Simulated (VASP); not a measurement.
An input for Ansatz (written as the equivalent of a VASP run, and not itself run):

Ansatz 0.2 input:
```yaml
crystal:
  lattice:
    - [1.2451398, -2.1566457, 0.0000000]
    - [1.2451398, 2.1566457, 0.0000000]
    - [0.0000000, 0.0000000, 4.0231992]
  atoms:
    - { symbol: Co, position: [0.3333330, 0.6666670, 0.2500000], spin: 1.6 }
    - { symbol: Co, position: [0.6666670, 0.3333330, 0.7500000], spin: 1.6 }
kpoints:
  mp_grid: { grid: [15, 15, 8] }
hamiltonian:
  xc: pbe
  pseudopotentials: { kind: paw }
magnetization: { spin_polarized: true }
scf:
  occupations: { method: methfessel_paxton, width: 0.1 }
  max_iter: 100
relax:
  max_steps: 60
  f_tol: 0.01
  cell: {}
output: { forces: true, stress: true, eigenvalues: true }
```

Write the VASP files for the same calculation (PBE).

One answer among several that fit: 
### POSCAR
```
Co
1.0
  1.2451398255  -2.1566456711   0.0000000000
  1.2451398255   2.1566456711   0.0000000000
  0.0000000000   0.0000000000   4.0231992273
Co
2
Cart
  1.2451398255   0.7188833281   1.0057998068
  1.2451398255  -0.7188833281   3.0173994205
```

### INCAR
```
SYSTEM = Co
PREC = Accurate
ENCUT = 400
EDIFF = 1E-6
NELM = 100
ALGO = Normal
LREAL = .FALSE.
LASPH = .TRUE.
ISMEAR = 1
SIGMA = 0.1
GGA = PE
LMAXMIX = 4
ISPIN = 2
MAGMOM = 1.6 1.6
LORBIT = 10
LWAVE = .FALSE.
LCHARG = .FALSE.
IBRION = 2
ISIF = 3
NSW = 60
EDIFFG = -0.01
```

File KPOINTS:
```
K-points
0
G
 15 15 8
0 0 0
```

POTCAR, in this order: Co (PBE.64 set). Program: vasp_std.

Limits of the translation: each code has its own PAW files, so the cut-off isn't converted (ENCUT is set for VASP's; basis.ecutwfc is left out, and Ansatz then takes the one that its files recommend); Ansatz stops its SCF on the density residual and VASP on the energy change (EDIFF).

The compound is Co in the hcp structure. It was relaxed first. The start is the result of an earlier pass.
